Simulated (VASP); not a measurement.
# PtS2: transverse stress against strain

PtS2 (1T layered, P-3m1, 17.704 Å³/atom and stress up to 0.07 GPa in the relaxed cell, c along z) under a strain ε along c (axis z), the other axes held. PBEsol in VASP (plane waves, PAW), 480 eV, 10×10×6 Γ-centred mesh, Gaussian smearing 0.05 eV; ions are relaxed, or left where forces stay under 0.02 eV/Å, within the symmetry of each cell. Against the start cell, which lies near the measured one, the relaxed cell differs by -2.9 % in volume and -4.3 % in c; the values below rest on it. Stress is positive for a compressed cell.

Here s stands for strain and y for stress xx.

```
strain (%)  stress xx (GPa)
----------  ---------------
-1.50                  0.35
-1.00                  0.22
-0.50                  0.10
0.00                   0.01
0.50                  -0.13
1.00                  -0.25
1.50                  -0.35
3.00                      ?
```

Problem. Using a straight line, estimate the missing y at s = 3.00 from the other rows, showing the fit.

Solution. Means: s 0, y -0.007. About the means, the sum of products is -1.6350 and the sum of squares of s is 7.0000; the slope is their ratio. Least squares gives y = -0.007 - 0.2336·s. Residuals (row less fit): 0.007, -0.007, -0.010, 0.017, -0.006, -0.009, 0.007; standard error 0.011 (degrees of freedom: 5). The slope gives the elastic constant C13 = 23.4 ± 0.4 GPa (± standard error of the fit, which holds the terms cut off). At the withheld row, y = -0.007 - 0.2336 × 3.0 = -0.708 GPa. The calculation gives -0.62 GPa, 0.088 GPa above the prediction (9.1 % of the range of y in the table). The row lies outside the fitted rows, so this is an extrapolation. From the scatter of the fitted rows alone, a prediction at this place has a standard error of 0.018 GPa, so the miss is 4.9 times that.

A polynomial of degree 2 through the 12 other runs of the series gives -0.62 there, so most of the miss is curvature that the fit leaves out. Spin-orbit coupling is left out, which can shift these values for the heavy elements here. For PtS2: without a dispersion term in the relaxation, distances and binding between the weakly bound layers, chains or molecules are unreliable, and so is what depends on them. Rows are the converged runs of the series near zero and its far end, less any whose ions stayed unrelaxed beside relaxed ones; series whose fitted rows scatter by over a few per cent of the range, as at a crossing or softening among them, aren't shown in this form. Most that stay on the fit to the last digits aren't either.
